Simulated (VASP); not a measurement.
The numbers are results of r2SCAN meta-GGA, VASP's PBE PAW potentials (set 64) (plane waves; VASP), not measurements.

A VASP calculation is set up with these files.

**KPOINTS**
```
Automatic mesh
0
Gamma
10 10 6
0 0 0
```

INCAR:
```
ENCUT=520   ! plane-wave cut-off (eV)
LCHARG=.FALSE.
IBRION=2
NELM=100   ! most electronic steps
SIGMA=0.1   ! width (eV)
METAGGA=R2SCAN
ISMEAR=1   ! Methfessel-Paxton
LREAL=.FALSE.
EDIFF=1E-6
EDIFFG=-0.02
LMIXTAU=.TRUE.
ALGO=Normal   ! blocked Davidson
ISIF=3   ! ions, shape and volume
LWAVE=.FALSE.
LMAXMIX=6
NSW=60
SYSTEM=Ta2N
LASPH=.TRUE.
PREC=Accurate
```

**POSCAR**
```
Ta2N
1
    3.0854926747     0.0000000400     0.0000000000
   -1.5427457692     2.6721147483     0.0000000000
   -0.0000000000    -0.0000000000     4.8138235719
N Ta
1 2
Direct
  0.0000000000   0.0000000000   0.0000000000
  0.3333330000   0.6666670000   0.2523288614
  0.6666670000   0.3333330000   0.7476711386
```

POTCAR, in this order: N Ta_pv (PBE.64 set). Program: vasp_std.

Output

**OSZICAR**
```
...
DAV:   1    -0.109298269496E+03   -0.29895E+00   -0.24281E+01  2451   0.587E+01    0.693E+00
DAV:   2    -0.109020878596E+03    0.27739E+00   -0.12138E+00  2707   0.107E+01    0.311E+00
DAV:   3    -0.108926902736E+03    0.93976E-01   -0.38559E-01  3099   0.603E+00    0.542E-01
DAV:   4    -0.108939605698E+03   -0.12703E-01   -0.25644E-02  3033   0.153E+00    0.343E-01
DAV:   5    -0.108938962294E+03    0.64340E-03   -0.51563E-03  2883   0.725E-01    0.158E-01
DAV:   6    -0.108938890134E+03    0.72160E-04   -0.69526E-03  2527   0.847E-01    0.639E-02
DAV:   7    -0.108941185949E+03   -0.22958E-02   -0.21623E-03  2556   0.466E-01    0.415E-02
DAV:   8    -0.108941249135E+03   -0.63186E-04   -0.14201E-04  3179   0.109E-01    0.196E-02
DAV:   9    -0.108941226976E+03    0.22158E-04   -0.46512E-05  2767   0.574E-02    0.109E-02
DAV:  10    -0.108941263066E+03   -0.36090E-04   -0.32065E-05  2550   0.534E-02    0.436E-03
DAV:  11    -0.108941262156E+03    0.91010E-06   -0.12214E-06  1907   0.123E-02
   2 F= -.10894126E+03 E0= -.10894149E+03  d E =0.580605E-01
       N       E                     dE             d eps       ncg     rms          rms(c)
DAV:   1    -0.109173573072E+03   -0.23231E+00   -0.10391E+01  2449   0.365E+01    0.467E+00
DAV:   2    -0.109056822075E+03    0.11675E+00   -0.57407E-01  2749   0.745E+00    0.210E+00
DAV:   3    -0.109012190018E+03    0.44632E-01   -0.17571E-01  3059   0.425E+00    0.443E-01
DAV:   4    -0.109017179248E+03   -0.49892E-02   -0.11128E-02  3024   0.999E-01    0.258E-01
DAV:   5    -0.109016758861E+03    0.42039E-03   -0.22872E-03  2959   0.477E-01    0.112E-01
DAV:   6    -0.109017271140E+03   -0.51228E-03   -0.27248E-03  2506   0.535E-01    0.434E-02
DAV:   7    -0.109017885220E+03   -0.61408E-03   -0.69519E-04  2548   0.262E-01    0.282E-02
DAV:   8    -0.109017874998E+03    0.10222E-04   -0.11080E-04  2886   0.107E-01    0.820E-03
DAV:   9    -0.109017903697E+03   -0.28699E-04   -0.26981E-05  2759   0.538E-02    0.372E-03
DAV:  10    -0.109017909062E+03   -0.53649E-05   -0.74070E-06  2788   0.259E-02    0.840E-04
DAV:  11    -0.109017909711E+03   -0.64881E-06   -0.30413E-07  1344   0.668E-03
   3 F= -.10901791E+03 E0= -.10901734E+03  d E =-.185871E-01
       N       E                     dE             d eps       ncg     rms          rms(c)
DAV:   1    -0.109007504563E+03    0.10404E-01   -0.34064E+00  2456   0.178E+01    0.645E-01
DAV:   2    -0.109029958410E+03   -0.22454E-01   -0.28458E-01  2903   0.487E+00    0.376E-01
DAV:   3    -0.109028912560E+03    0.10458E-02   -0.88857E-03  3274   0.903E-01    0.191E-01
DAV:   4    -0.109028242403E+03    0.67016E-03   -0.31416E-03  3237   0.470E-01    0.111E-01
DAV:   5    -0.109028281771E+03   -0.39369E-04   -0.68349E-04  2995   0.228E-01    0.655E-02
DAV:   6    -0.109028299653E+03   -0.17882E-04   -0.29184E-04  2813   0.171E-01    0.155E-02
DAV:   7    -0.109028395730E+03   -0.96077E-04   -0.10747E-04  2638   0.109E-01    0.768E-03
DAV:   8    -0.109028404346E+03   -0.86157E-05   -0.12093E-05  2903   0.337E-02    0.476E-03
DAV:   9    -0.109028401905E+03    0.24405E-05   -0.38566E-06  2637   0.195E-02    0.192E-03
DAV:  10    -0.109028404344E+03   -0.24386E-05   -0.21065E-06  2281   0.173E-02    0.560E-04
DAV:  11    -0.109028404162E+03    0.18234E-06   -0.11223E-07  1309   0.374E-03
   4 F= -.10902840E+03 E0= -.10902869E+03  d E =-.104945E-01
       N       E                     dE             d eps       ncg     rms          rms(c)
DAV:   1    -0.109028155195E+03    0.24915E-03   -0.62320E-02  2458   0.242E+00    0.876E-02
DAV:   2    -0.109028573944E+03   -0.41875E-03   -0.52688E-03  2957   0.661E-01    0.509E-02
DAV:   3    -0.109028559410E+03    0.14533E-04   -0.16199E-04  3268   0.122E-01    0.257E-02
DAV:   4    -0.109028549802E+03    0.96080E-05   -0.56867E-05  3230   0.635E-02    0.147E-02
DAV:   5    -0.109028551372E+03   -0.15699E-05   -0.12160E-05  2977   0.307E-02    0.867E-03
DAV:   6    -0.109028552042E+03   -0.66966E-06   -0.53347E-06  2639   0.233E-02
   5 F= -.10902855E+03 E0= -.10902894E+03  d E =-.106423E-01
       N       E                     dE             d eps       ncg     rms          rms(c)
DAV:   1    -0.109042014517E+03   -0.13463E-01   -0.91563E-01  2448   0.989E+00    0.111E+00
DAV:   2    -0.109031165264E+03    0.10849E-01   -0.34320E-02  3035   0.183E+00    0.493E-01
DAV:   3    -0.109028531385E+03    0.26339E-02   -0.11738E-02  3077   0.106E+00    0.146E-01
DAV:   4    -0.109028772247E+03   -0.24086E-03   -0.15976E-03  3103   0.341E-01    0.749E-02
DAV:   5    -0.109028754505E+03    0.17741E-04   -0.83105E-04  2803   0.262E-01    0.574E-02
DAV:   6    -0.109029023843E+03   -0.26934E-03   -0.28189E-04  2768   0.157E-01    0.890E-03
DAV:   7    -0.109029035715E+03   -0.11872E-04   -0.25009E-05  3230   0.438E-02    0.798E-03
DAV:   8    -0.109029030085E+03    0.56303E-05   -0.59403E-06  2649   0.277E-02    0.158E-03
DAV:   9    -0.109029034463E+03   -0.43785E-05   -0.18908E-06  1713   0.166E-02    0.508E-04
DAV:  10    -0.109029032447E+03    0.20159E-05   -0.38642E-07  1319   0.694E-03    0.342E-04
DAV:  11    -0.109029033082E+03   -0.63468E-06   -0.26820E-08  1284   0.169E-03
   6 F= -.10902903E+03 E0= -.10902949E+03  d E =-.481040E-03
       N       E                     dE             d eps       ncg     rms          rms(c)
DAV:   1    -0.109032821185E+03   -0.37887E-02   -0.18730E-01  2448   0.450E+00    0.499E-01
DAV:   2    -0.109030639448E+03    0.21817E-02   -0.70070E-03  3010   0.831E-01    0.223E-01
DAV:   3    -0.109030062936E+03    0.57651E-03   -0.24103E-03  3114   0.481E-01    0.651E-02
DAV:   4    -0.109030138072E+03   -0.75136E-04   -0.31639E-04  3067   0.152E-01    0.342E-02
DAV:   5    -0.109030097582E+03    0.40490E-04   -0.16571E-04  2825   0.117E-01    0.261E-02
DAV:   6    -0.109030166023E+03   -0.68442E-04   -0.60399E-05  2746   0.718E-02    0.411E-03
DAV:   7    -0.109030163689E+03    0.23346E-05   -0.50639E-06  3154   0.194E-02    0.368E-03
DAV:   8    -0.109030167162E+03   -0.34733E-05   -0.10820E-06  1435   0.122E-02    0.591E-04
DAV:   9    -0.109030165469E+03    0.16930E-05   -0.38832E-07  1290   0.684E-03    0.186E-04
DAV:  10    -0.109030166400E+03   -0.93099E-06   -0.56456E-08  1257   0.251E-03
   7 F= -.10903017E+03 E0= -.10903066E+03  d E =-.161436E-02
       N       E                     dE             d eps       ncg     rms          rms(c)
DAV:   1    -0.109034197309E+03   -0.40318E-02   -0.33670E-01  2448   0.584E+00    0.557E-01
DAV:   2    -0.109030968841E+03    0.32285E-02   -0.13705E-02  3033   0.108E+00    0.257E-01
DAV:   3    -0.109030241287E+03    0.72755E-03   -0.35715E-03  2983   0.594E-01    0.802E-02
DAV:   4    -0.109030300866E+03   -0.59579E-04   -0.31738E-04  3416   0.163E-01    0.533E-02
DAV:   5    -0.109030259849E+03    0.41017E-04   -0.18680E-04  2634   0.129E-01    0.259E-02
DAV:   6    -0.109030327606E+03   -0.67757E-04   -0.11893E-04  2680   0.100E-01    0.858E-03
DAV:   7    -0.109030332254E+03   -0.46480E-05   -0.10313E-05  3184   0.274E-02    0.454E-03
DAV:   8    -0.109030331494E+03    0.76033E-06   -0.11640E-06  1441   0.105E-02
   8 F= -.10903033E+03 E0= -.10903073E+03  d E =-.165093E-03
       N       E                     dE             d eps       ncg     rms          rms(c)
DAV:   1    -0.109031476278E+03   -0.11440E-02   -0.69015E-02  2449   0.263E+00    0.252E-01
DAV:   2    -0.109030817327E+03    0.65895E-03   -0.28317E-03  3037   0.491E-01    0.116E-01
DAV:   3    -0.109030671776E+03    0.14555E-03   -0.73114E-04  2963   0.270E-01    0.364E-02
DAV:   4    -0.109030685585E+03   -0.13809E-04   -0.66590E-05  3399   0.747E-02    0.240E-02
DAV:   5    -0.109030677872E+03    0.77129E-05   -0.37960E-05  2638   0.585E-02    0.116E-02
DAV:   6    -0.109030694438E+03   -0.16566E-04   -0.24755E-05  2677   0.460E-02    0.380E-03
DAV:   7    -0.109030694459E+03   -0.20533E-07   -0.20939E-06  2024   0.129E-02
   9 F= -.10903069E+03 E0= -.10903116E+03  d E =-.528059E-03
```

File OUTCAR:
```
------------------------ aborting loop because EDIFF is reached ----------------------------------------
  FORCE on cell =-STRESS in cart. coord.  units (eV):
  Direction    XX          YY          ZZ          XY          YZ          ZX
  --------------------------------------------------------------------------------------
  Total        0.0090774      0.0090774      0.0054717      0.0000000      0.0000000     -0.0000000
  in kB        0.3621423      0.3621422      0.2182943      0.0000001      0.0000000     -0.0000000
  external PRESSURE =       0.3141929 kB  Pullay stress =       0.0000000 kB
  volume of cell :       40.16
      direct lattice vectors                 reciprocal lattice vectors
     3.073280676  0.000000037  0.000000000     0.325385182  0.187861174 -0.000000000
    -1.536639775  2.661538852  0.000000000    -0.000000005  0.375722486 -0.000000000
     0.000000000  0.000000000  4.909708187    -0.000000000 -0.000000000  0.203678093
 POSITION                                       TOTAL-FORCE (eV/Angst)
 -----------------------------------------------------------------------------------
      0.00000      0.00000      0.00000        -0.000000      0.000000      0.000000
     -0.00000      1.77436      1.26657         0.000000     -0.000000      0.001666
      1.53664      0.88718      3.64314         0.000000      0.000000     -0.001666
 -----------------------------------------------------------------------------------
    total drift:                                0.000000     -0.000000      0.000000
  FREE ENERGIE OF THE ION-ELECTRON SYSTEM (eV)
  ---------------------------------------------------
  free  energy   TOTEN  =      -109.0306944587 eV

  energy  without entropy=     -109.0321038513  energy(sigma->0) =     -109.03116426

 reached required accuracy - stopping structural energy minimisation
```
(Selected blocks of OUTCAR.)

### CONTCAR
```
Ta2N
   1.00000000000000
     3.0732806759651905    0.0000000369790342    0.0000000000000000
    -1.5366397745603906    2.6615388519790533    0.0000000000000000
     0.0000000000000000    0.0000000000000000    4.9097081872184249
  N               Ta
     1     2
Direct
     0.0000000000000000    0.0000000000000000    0.0000000000000000
     0.3333330000000032    0.6666669999999968    0.2579724594588386
     0.6666669999999968    0.3333330000000032    0.7420275405411614
```

The structure was generated: Ta2N was put into the CdI2 type (P-3m1), which need not be its known phase. This run relaxes it. Symmetry was kept, so distortions that lower it aren't found. The start is the result of an earlier pass. The electron count is odd and the run is not spin-polarised, which forces a metal.
